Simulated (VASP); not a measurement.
```
CELL_PARAMETERS angstrom
      2.00128    -3.46632     0.00000
      2.00128     3.46632     0.00000
      0.00000     0.00000     6.34611
ATOMIC_POSITIONS crystal
  La 0.33333 0.66667 0.24755
  La 0.66667 0.33333 0.75245
  O  0.00000 0.00000 0.00000
  O  0.33333 0.66667 0.64584
  O  0.66667 0.33333 0.35416
```

Level of theory: vdW-DF2, VASP's PBE PAW potentials (set 64) (plane waves; VASP). Run with 520 eV cut-off, 7×7×4 Γ-centred mesh, tetrahedra with Blöchl corrections, potentials La O.

Problem. What does the run give for the energy per atom (σ→0)?

Solution. 
```yaml
energy per atom (σ→0): -6.517 eV/atom
```

The compound is La2O3 in the a-type structure. It was relaxed first, which changed the volume by +7 %.
